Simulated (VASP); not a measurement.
Sn:

```
Sn
1.0
     0.00000    3.23334    3.23334
     3.23334    0.00000    3.23334
     3.23334    3.23334    0.00000
Sn
2
Direct
  0.00000 0.00000 0.00000
  0.25000 0.25000 0.25000
```

This isn't the form of Sn at room conditions, which is tetragonal (white tin).

- Program: VASP 6.6.1
- Task: relaxation of cell and atoms
- Functional: PBE
- Potentials or basis: VASP PAW PBE potentials, release 64 (Sn_d)
- Cutoff: 520 eV
- k mesh: 6 × 6 × 6
- Occupations: gaussian, width 0.02 eV
- Spin: no spin polarisation

At the start: pressure 3.8 GPa; volume 33.80 Å³/atom.

Problem. Where does the relaxation end?

Solution. Over 5 steps the energy falls by 33.3 meV/atom and the volume is 36.84 Å³/atom (+9.0 %); space group Fd-3m (No. 227, to 0.05 Å).

The path:
| step | energy change (eV) | largest force (eV/Å) | pressure (GPa) | volume (Å³) |
| --- | --- | --- | --- | --- |
| 1 | 0.0000 | 0.0000 | 3.83 | 67.61 |
| 2 | -0.0599 | 0.0000 | -0.97 | 75.83 |
| 3 | -0.0666 | 0.0000 | 0.02 | 73.65 |
| 4 | -0.0666 | 0.0000 | -0.04 | 73.77 |
| 5 | -0.0666 | 0.0000 | 0.00 | 73.68 |

Final structure:
```xyz
2
Lattice="0.0000 3.3274 3.3274 3.3274 0.0000 3.3274 3.3274 3.3274 0.0000" Properties=species:S:1:pos:R:3 pbc="T T T"
Sn    0.0000    0.0000    0.0000
Sn    1.6637    1.6637    1.6637
```
